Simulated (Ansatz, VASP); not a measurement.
# Cross-check of Te (Tellurium) between VASP and Ansatz

Wanted: the spread between two codes on one cell, functional and k mesh. The cell is taken from a series of runs on this material, whose earlier steps may have relaxed, scaled, displaced or heated it; both programs get it as it stands.

Calculated with Ansatz 0.2.0; plane waves, with VASP 6.6.1 beside it; zone-centre phonons at LDA.

**1. The starting structure**

The structure is trigonal, space group P3_121 (No. 152). Conventional cell: a = 4.263 Å, b = 4.263 Å, c = 5.917 Å, α = 90.00°, β = 90.00°, γ = 120.00°. Nearest to Te lie 2 Te at 2.92 Å.

Structure file:

```cif
data_structure
_symmetry_space_group_name_H-M 'P 1'
_symmetry_Int_Tables_number 1
_cell_length_a 4.2631
_cell_length_b 4.2631
_cell_length_c 5.9175
_cell_angle_alpha 90.000
_cell_angle_beta 90.000
_cell_angle_gamma 120.000
_cell_volume 93.13
loop_
_atom_site_label
_atom_site_type_symbol
_atom_site_fract_x
_atom_site_fract_y
_atom_site_fract_z
_atom_site_occupancy
Te1 Te 0.29234 0.00000 0.33333 1
Te2 Te 0.00000 0.29234 0.66667 1
Te3 Te 0.70766 0.70766 0.00000 1
```

**2. VASP: zone-centre phonons, LDA**

Second derivatives magnify differences that forces hide, and they need a tight electronic threshold.

Lines of VASP's logs that name or quote its potential files are left out, and so is its time.

Input file INCAR:

```
SYSTEM = Te
PREC = Accurate
ENCUT = 500
EDIFF = 1E-08
NELM = 120
ISMEAR = 0
SIGMA = 0.02721
LREAL = .FALSE.
ALGO = Normal
GGA = CA
NBANDS = 15
LORBIT = 11
LWAVE = .FALSE.
LCHARG = .FALSE.
ISIF = 2
IBRION = 8
LASPH = .TRUE.
GGA_COMPAT = .FALSE.
EFERMI = MIDGAP
KPAR = 2
```

Input file POSCAR:

```
Te
1.0
    4.2630672776      0.0000000000      0.0000000000
   -2.1315336377      3.6919245611      0.0000000000
    0.0000000000      0.0000000000      5.9174602988
Te
3
Direct
    0.2923364880      0.0000000000      0.3333333333
    0.0000000000      0.2923364880      0.6666666667
    0.7076635120      0.7076635120      0.0000000000
```

Input file KPOINTS:

```
Automatic mesh
0
Gamma
10 10 6
0 0 0
```

Potentials, in the order of the species: Te (LDA family, release 64).

Launch:

```console
> mpirun -np 2 vasp_std
```

The log of the run:

```text
[banner, memory and clock lines left out]
running    2 mpi-ranks, on    1 nodes
 distrk:  each k-point on    1 cores,    2 groups
 distr:  one band on    1 cores,    1 groups

 POSCAR found type information on POSCAR Te
 POSCAR found :  1 types and       3 ions
 LDA part: xc-table for (Slater(with rela. corr.)+CA(PZ))
 , standard interpolation
 POSCAR, INCAR and KPOINTS ok, starting setup
 FFT: planning ... GRIDC
 FFT: planning ... GRID_SOFT
 FFT: planning ... GRID
 WAVECAR not read
 entering main loop
       N       E                     dE             d eps       ncg     rms          rms(c)
DAV:   1     0.711937022209E+02    0.71194E+02   -0.63640E+03  2160   0.934E+02
DAV:   2    -0.663020300842E+01   -0.77824E+02   -0.74139E+02  2913   0.141E+02
DAV:   3    -0.113567325303E+02   -0.47265E+01   -0.47009E+01  2601   0.393E+01
DAV:   4    -0.114382971160E+02   -0.81565E-01   -0.81543E-01  3012   0.611E+00
DAV:   5    -0.114397692243E+02   -0.14721E-02   -0.14721E-02  2854   0.736E-01    0.137E+01
DAV:   6    -0.114187017038E+02    0.21068E-01   -0.10886E-02  2769   0.614E-01    0.846E+00
DAV:   7    -0.114104842088E+02    0.82175E-02   -0.21815E-02  2454   0.834E-01    0.247E-01
DAV:   8    -0.114101312249E+02    0.35298E-03   -0.33357E-03  2503   0.338E-01    0.125E-01
DAV:   9    -0.114101397448E+02   -0.85199E-05   -0.10354E-04  3022   0.694E-02    0.673E-02
DAV:  10    -0.114101367581E+02    0.29867E-05   -0.79164E-06  2692   0.172E-02    0.682E-03
DAV:  11    -0.114101365720E+02    0.18607E-06   -0.11673E-06  2755   0.661E-03    0.250E-03
DAV:  12    -0.114101365716E+02    0.48180E-09   -0.17262E-07  2790   0.241E-03    0.121E-03
DAV:  13    -0.114101365769E+02   -0.53222E-08   -0.14103E-08  2032   0.732E-04
   1 F= -.11410137E+02 E0= -.11410137E+02  d E =-.116734E-08
 Linear response reoptimize wavefunctions to high precision
DAV:   1    -0.114101365772E+02   -0.33356E-09   -0.15615E-09  2073   0.283E-04
DAV:   2    -0.114101365772E+02   -0.10800E-10   -0.22231E-10  1486   0.114E-04
 Linear response DOF=           3
 Linear response progress:
  Degree of freedom:   1/  3
       N       E                     dE             d eps       ncg     rms          rms(c)
RMM:   1    -0.469204402851E-01   -0.46920E-01    0.34144E-02 11758   0.106E+00
RMM:   2    -0.454070338178E-01    0.15134E-02   -0.24141E-03  8071   0.283E-01    0.981E-02
RMM:   3    -0.453402677907E-01    0.66766E-04   -0.87801E-05  8504   0.596E-02    0.678E-02
RMM:   4    -0.452833328622E-01    0.56935E-04   -0.20881E-05  8716   0.239E-02    0.135E-02
RMM:   5    -0.452869517089E-01   -0.36188E-05   -0.46558E-07  8808   0.532E-03    0.570E-03
RMM:   6    -0.452931393982E-01   -0.61877E-05   -0.29072E-07  8618   0.236E-03    0.108E-03
RMM:   7    -0.452927053567E-01    0.43404E-06    0.90891E-08  8908   0.637E-04    0.407E-04
RMM:   8    -0.452918981922E-01    0.80716E-06    0.14902E-07  8764   0.221E-04    0.135E-04
RMM:   9    -0.452919359545E-01   -0.37762E-07   -0.82274E-08  9183   0.520E-05    0.658E-05
RMM:  10    -0.452919712247E-01   -0.35270E-07    0.24774E-09  9030   0.187E-05    0.274E-05
RMM:  11    -0.452919559085E-01    0.15316E-07    0.12340E-08  9007   0.825E-06    0.909E-06
RMM:  12    -0.452919601844E-01   -0.42759E-08   -0.17230E-09  8301   0.277E-06    0.301E-06
 first order change of Fermi-energy  -0.51072E+00
 force on displaced ion       1 direction 1 :  -2.226   0.000   0.000
 Linear response progress:
  Degree of freedom:   2/  3
       N       E                     dE             d eps       ncg     rms          rms(c)
RMM:   1    -0.479954957334E-01   -0.47995E-01    0.28292E-02 21039   0.106E+00
RMM:   2    -0.465158652324E-01    0.14796E-02   -0.24321E-03 14353   0.279E-01    0.777E-02
RMM:   3    -0.463881822333E-01    0.12768E-03   -0.10718E-04 15024   0.622E-02    0.525E-02
RMM:   4    -0.463085691826E-01    0.79613E-04   -0.33683E-05 15320   0.279E-02    0.146E-02
RMM:   5    -0.463124122265E-01   -0.38430E-05   -0.88930E-07 15521   0.640E-03    0.784E-03
RMM:   6    -0.463203620478E-01   -0.79498E-05   -0.20207E-08 15403   0.219E-03    0.110E-03
RMM:   7    -0.463203509875E-01    0.11060E-07   -0.12467E-07 15919   0.499E-04    0.495E-04
RMM:   8    -0.463197405546E-01    0.61043E-06   -0.17803E-07 15750   0.207E-04    0.132E-04
RMM:   9    -0.463198058436E-01   -0.65289E-07   -0.14211E-07 16247   0.460E-05    0.212E-05
RMM:  10    -0.463198071607E-01   -0.13171E-08   -0.37483E-08 16034   0.178E-05    0.128E-05
 first order change of Fermi-energy   0.85911E-04
 force on displaced ion       1 direction 2 :   0.001  -2.178  -0.236
 Linear response progress:
  Degree of freedom:   3/  3
       N       E                     dE             d eps       ncg     rms          rms(c)
RMM:   1    -0.589954519345E-01   -0.58995E-01    0.42689E-02 22152   0.109E+00
RMM:   2    -0.561137213812E-01    0.28817E-02   -0.30475E-03 14403   0.307E-01    0.260E-01
RMM:   3    -0.558136976125E-01    0.30002E-03   -0.60505E-04 14971   0.101E-01    0.179E-01
RMM:   4    -0.557687289617E-01    0.44969E-04   -0.22048E-05 15184   0.259E-02    0.922E-02
RMM:   5    -0.557542872826E-01    0.14442E-04   -0.80703E-06 15575   0.136E-02    0.406E-03
RMM:   6    -0.557578209601E-01   -0.35337E-05    0.22962E-08 15565   0.304E-03    0.273E-03
RMM:   7    -0.557606699452E-01   -0.28490E-05    0.12665E-07 15706   0.115E-03    0.492E-04
RMM:   8    -0.557604259981E-01    0.24395E-06   -0.32864E-07 15962   0.319E-04    0.244E-04
RMM:   9    -0.557605264685E-01   -0.10047E-06   -0.36322E-08 16009   0.936E-05    0.514E-05
RMM:  10    -0.557606030006E-01   -0.76532E-07   -0.12347E-07 16280   0.281E-05    0.117E-05
RMM:  11    -0.557606181457E-01   -0.15145E-07    0.69286E-10 16289   0.891E-06    0.254E-06
RMM:  12    -0.557606152354E-01    0.29103E-08   -0.12245E-08 15921   0.334E-06    0.884E-07
 first order change of Fermi-energy  -0.15442E-04
 force on displaced ion       1 direction 3 :  -0.002  -0.237  -4.695
 Linear response finished
```

Parts of OUTCAR (step 2):

```text
ion  position               nearest neighbor table
   1  0.292  0.000  0.333-   2 2.92   3 2.92   3 3.28   3 3.28   2 3.28   2 3.28
   2  0.000  0.292  0.667-   1 2.92   3 2.92   3 3.28   3 3.28   1 3.28   1 3.28
   3  0.708  0.708  0.000-   1 2.92   2 2.92   1 3.28   2 3.28   2 3.28   1 3.28

  LATTYP: Found a hexagonal cell.
 ALAT       =     4.2630672776
 C/A-ratio  =     1.3880757477

 Subroutine GETGRP returns: Found  6 space group operations
 (whereof  2 operations were pure point group operations)

The static configuration has the point symmetry C_2 .
 The point group associated with its full space group is D_3 .

 Found     72 irreducible k-points:

   k-points           NKPTS =     72   k-points in BZ     NKDIM =     72   number of bands    NBANDS=     15

   dimension x,y,z NGX =    32 NGY =   32 NGZ =   48
   dimension x,y,z NGXF=    64 NGYF=   64 NGZF=   96

   ENCUT  =  500.0 eV  36.75 Ry    6.06 a.u.   7.77  7.77 10.79*2*pi/ulx,y,z

   NELECT =      18.0000    total number of electrons

 k-points in reciprocal lattice and weights: Automatic mesh
   0.00000000  0.00000000  0.00000000       0.002
   0.10000000  0.00000000  0.00000000       0.010
   0.20000000  0.00000000  0.00000000       0.010
   0.30000000  0.00000000  0.00000000       0.010
   0.40000000  0.00000000  0.00000000       0.010
   0.50000000  0.00000000  0.00000000       0.005
   0.10000000  0.10000000  0.00000000       0.010
   0.20000000  0.10000000  0.00000000       0.020
   0.30000000  0.10000000  0.00000000       0.020
[...]
0.40000000  0.20000000  0.50000000       0.010
   0.30000000  0.30000000  0.50000000       0.010

 average (electrostatic) potential at core
       1 -88.8375       2 -88.8375       3 -88.8375

  Total        0.0761474      0.0761474      0.1284172      0.0000000      0.0000000     -0.0000000
  in kB        1.3099514      1.3099514      2.2091404      0.0000000      0.0000000     -0.0000000
  external PRESSURE =       1.6096811 kB  Pullay stress =       0.0000000 kB

  energy-cutoff  :      500.00
  volume of cell :       93.13
      direct lattice vectors                 reciprocal lattice vectors
     4.263067278  0.000000000  0.000000000     0.234572887  0.135430720  0.000000000
    -2.131533638  3.691924561  0.000000000     0.000000000  0.270861439  0.000000000
     0.000000000  0.000000000  5.917460299     0.000000000  0.000000000  0.168991417

 POSITION                                       TOTAL-FORCE (eV/Angst)
 -----------------------------------------------------------------------------------
      1.24625      0.00000      1.97249        -0.057075      0.000000      0.000000
     -0.62313      1.07928      3.94497         0.028538     -0.049429      0.000000
      1.50841      2.61264      0.00000         0.028538      0.049429     -0.000000
 -----------------------------------------------------------------------------------
    total drift:                                0.000000     -0.000000      0.000000

 Eigenvectors and eigenvalues of the dynamical matrix
 ----------------------------------------------------

   1 f  =    3.688096 THz    23.172992 2PiTHz  123.021647 cm-1    15.252733 meV
             X         Y         Z           dx          dy          dz
      1.246250  0.000000  1.972487    -0.048613    0.047680    0.567319
     -0.623125  1.079284  3.944974     0.065621    0.018342   -0.785314
      1.508409  2.612640  0.000000    -0.016903   -0.065919    0.217995

   2 f  =    3.688096 THz    23.172992 2PiTHz  123.021647 cm-1    15.252733 meV
             X         Y         Z           dx          dy          dz
      1.246250  0.000000  1.972487     0.047611    0.048683    0.579260
     -0.623125  1.079284  3.944974     0.018274   -0.065551    0.201682
      1.508409  2.612640  0.000000    -0.065987    0.016973   -0.780943

   3 f  =    2.700301 THz    16.966492 2PiTHz   90.072346 cm-1    11.167543 meV
             X         Y         Z           dx          dy          dz
      1.246250  0.000000  1.972487    -0.577350   -0.000000    0.000000
     -0.623125  1.079284  3.944974     0.288675   -0.500000   -0.000000
      1.508409  2.612640  0.000000     0.288675    0.500000    0.000000

   4 f  =    2.647260 THz    16.633228 2PiTHz   88.303102 cm-1    10.948184 meV
             X         Y         Z           dx          dy          dz
      1.246250  0.000000  1.972487    -0.000000   -0.577350    0.000071
     -0.623125  1.079284  3.944974     0.500000    0.288675    0.000071
      1.508409  2.612640  0.000000    -0.500000    0.288675    0.000071

   5 f  =    2.321021 THz    14.583407 2PiTHz   77.420938 cm-1     9.598969 meV
             X         Y         Z           dx          dy          dz
      1.246250  0.000000  1.972487     0.286566   -0.496668    0.083397
     -0.623125  1.079284  3.944974    -0.573410   -0.000151   -0.083397
      1.508409  2.612640  0.000000     0.286575    0.496352   -0.000001

   6 f  =    2.321021 THz    14.583407 2PiTHz   77.420938 cm-1     9.598969 meV
             X         Y         Z           dx          dy          dz
      1.246250  0.000000  1.972487     0.496357    0.286746   -0.048149
     -0.623125  1.079284  3.944974    -0.000160   -0.573231   -0.048150
      1.508409  2.612640  0.000000    -0.496664    0.286754    0.096299

   7 f/i=    0.000324 THz     0.002033 2PiTHz    0.010794 cm-1     0.001338 meV
             X         Y         Z           dx          dy          dz
      1.246250  0.000000  1.972487    -0.000000    0.000071    0.577350
     -0.623125  1.079284  3.944974    -0.000061   -0.000035    0.577350
      1.508409  2.612640  0.000000     0.000061   -0.000035    0.577350

   8 f/i=    0.000787 THz     0.004945 2PiTHz    0.026254 cm-1     0.003255 meV
             X         Y         Z           dx          dy          dz
      1.246250  0.000000  1.972487     0.097294   -0.568917    0.000038
     -0.623125  1.079284  3.944974     0.097405   -0.569216   -0.000013
      1.508409  2.612640  0.000000     0.097090   -0.569162   -0.000025

   9 f/i=    0.000787 THz     0.004945 2PiTHz    0.026254 cm-1     0.003255 meV
             X         Y         Z           dx          dy          dz
      1.246250  0.000000  1.972487     0.569280    0.097232   -0.000007
     -0.623125  1.079284  3.944974     0.568981    0.097121    0.000036
      1.508409  2.612640  0.000000     0.569035    0.097436   -0.000030

 ELASTIC MODULI CONTR FROM IONIC RELAXATION (kBar)
 Direction    XX          YY          ZZ          XY          YZ          ZX
 --------------------------------------------------------------------------------
 XX        -174.2227    -54.0269   -138.1802     -0.0000    -84.4444     -0.0000
 YY         -54.0269   -174.2227   -138.1802     -0.0000     84.4444      0.0000
 ZZ        -138.1802   -138.1802   -167.3060     -0.0000      0.0000      0.0000
 XY          -0.0000     -0.0000     -0.0000    -60.3202      0.0000    -82.7699
 YZ         -84.4444     84.4444      0.0000      0.0000   -130.4030     -0.0000
 ZX          -0.0000      0.0000      0.0000    -82.7699     -0.0000   -125.4734
 --------------------------------------------------------------------------------
```

The gap is read on the k-mesh alone, so it is an upper bound where the band edges lie off the mesh.

(Part 1 of 2 ends here.)

[Lines on the potential files, build, host, timing and source positions are cut from VASP's logs without a mark.]

[Logs are printed without paths, hosts, clocks, repeated set-up lines and the standing remarks that a program may print on its own settings, such as how far it seeks lower states.]

[Hosts, paths, dates, database ids (printed as entryN), source tags and the programs' standing remarks are cut or masked in the printed files.]
